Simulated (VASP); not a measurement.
Input:

```
CELL_PARAMETERS angstrom
     -1.61540     1.63418     3.96506
      1.61540    -1.63418     3.96506
      1.61540     1.63418    -3.96506
ATOMIC_POSITIONS crystal
  Si 0.66500 0.66500 0.00000
  Si 0.33500 0.33500 0.00000
  W  0.00000 0.01659 0.01659
```

All values below come from PBE GGA, VASP's PBE PAW potentials (set 64) (plane waves; VASP). Numerical set-up: 520 eV cut-off, 12×12×12 Γ-centred mesh, first-order Methfessel-Paxton smearing of 0.10 eV, potentials Si_GW W_sv.

Unless said otherwise, spin-orbit coupling is left out, though it shifts the bands of the heavy elements here.

**Question.** Estimate the energy per atom (σ→0), pressure, largest force, band gap (on the k-mesh) with the smallest direct gap where there is one.

**Answer.** 
The band gap (on the k-mesh) comes out as none (metal, semimetal or under 0.01 eV) and the energy per atom (σ→0) comes out as -8.261 eV/atom. The pressure is -39.1 kbar and the largest force is 0.499 eV/Å.

The compound is WSi2 in the MoSi2 type structure. The cell was not relaxed at this level. The run is one of a series of settings (ENCUT = 520, POTCAR Si_GW W_sv (PBE.64 set) against the base run), some of them coarse on purpose.
